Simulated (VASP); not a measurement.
Here is a VASP 6.6.1 calculation.

Contents of INCAR:

```
SYSTEM = ScPb7F16
  PREC = Accurate
  ENCUT = 520
  EDIFF = 1E-8
  ISMEAR = -1
  SIGMA = 0.01
  LREAL = Auto
  LASPH = .True.
  NELM = 80
  ALGO = Fast
  ISIF = 2
  LWAVE = .False.
  LCHARG = .False.
  GGA = PE
  LEFG = .True.
  NELECT = 220.0
  NBANDS = 128
```

Contents of KPOINTS:

```
regular mesh
0
Gamma
  3 3 3
  0 0 0
```

File POSCAR:

```
ScPb7F16
1.0
    0.0000000000      5.9158968646      5.9158968646
    5.9158968646      0.0000000000      5.9158968646
    5.9158968646      5.9158968646      0.0000000000
Sc Pb F
1 7 16
Direct
    0.0000000000      0.0000000000      0.0000000000
    0.0000000000      0.0000000000      0.5000000000
    0.0000000000      0.5000000000      0.0000000000
    0.0000000000      0.5000000000      0.5000000000
    0.5000000000      0.0000000000      0.0000000000
    0.5000000000      0.0000000000      0.5000000000
    0.5000000000      0.5000000000      0.0000000000
    0.5000000000      0.5000000000      0.5000000000
    0.3750000000      0.3750000000      0.3750000000
    0.3750000000      0.3750000000      0.8750000000
    0.3750000000      0.8750000000      0.3750000000
    0.3750000000      0.8750000000      0.8750000000
    0.8750000000      0.3750000000      0.3750000000
    0.8750000000      0.3750000000      0.8750000000
    0.8750000000      0.8750000000      0.3750000000
    0.8750000000      0.8750000000      0.8750000000
    0.1250000000      0.1250000000      0.1250000000
    0.1250000000      0.1250000000      0.6250000000
    0.1250000000      0.6250000000      0.1250000000
    0.1250000000      0.6250000000      0.6250000000
    0.6250000000      0.1250000000      0.1250000000
    0.6250000000      0.1250000000      0.6250000000
    0.6250000000      0.6250000000      0.1250000000
    0.6250000000      0.6250000000      0.6250000000
```

Potentials or basis: VASP PAW PBE potentials, release 64 (Sc_sv, Pb_d, F).

Command:

```console
$ cat potpaw_PBE.64/Sc_sv/POTCAR potpaw_PBE.64/Pb_d/POTCAR potpaw_PBE.64/F/POTCAR > POTCAR
$ mpirun -np 1 vasp_std > vasp.out
```

Task: Estimate the largest force.

Result: 1.749 eV/Å.

Task: Predict the band gap on the k mesh.

Result: 1.32 eV, indirect (least direct gap 1.35 eV).

Electric field gradients, principal values (V/Å²):
```tsv
atom	Vxx	Vyy	Vzz
1 Sc	-0.001	-0.001	0.003
2 Pb	-0.683	-36.434	37.117
3 Pb	-0.683	-36.434	37.117
4 Pb	-0.684	-36.436	37.120
5 Pb	-0.683	-36.434	37.117
6 Pb	-0.684	-36.436	37.120
7 Pb	-0.684	-36.436	37.120
8 Pb	0.001	0.001	-0.002
9 F	1.059	1.059	-2.117
10 F	1.059	1.062	-2.121
11 F	1.059	1.062	-2.121
12 F	-19.500	-19.504	39.004
13 F	1.059	1.062	-2.121
14 F	-19.500	-19.504	39.004
15 F	-19.500	-19.504	39.004
16 F	-19.504	-19.504	39.008
17 F	-19.504	-19.504	39.008
18 F	-19.500	-19.504	39.004
19 F	-19.500	-19.504	39.004
20 F	1.059	1.062	-2.121
21 F	-19.500	-19.504	39.004
22 F	1.059	1.062	-2.121
23 F	1.059	1.062	-2.121
24 F	1.059	1.059	-2.117
```

Caveat: the cell carries a net charge on a neutralising background, which shifts energy and pressure; the cell is charged against a uniform background, so pressure and absolute levels hang on convention; spin-orbit coupling is left out, which as a rule narrows the gap of such compounds by several tenths of an eV. As with any semilocal functional, this PBE gap is likely too small.
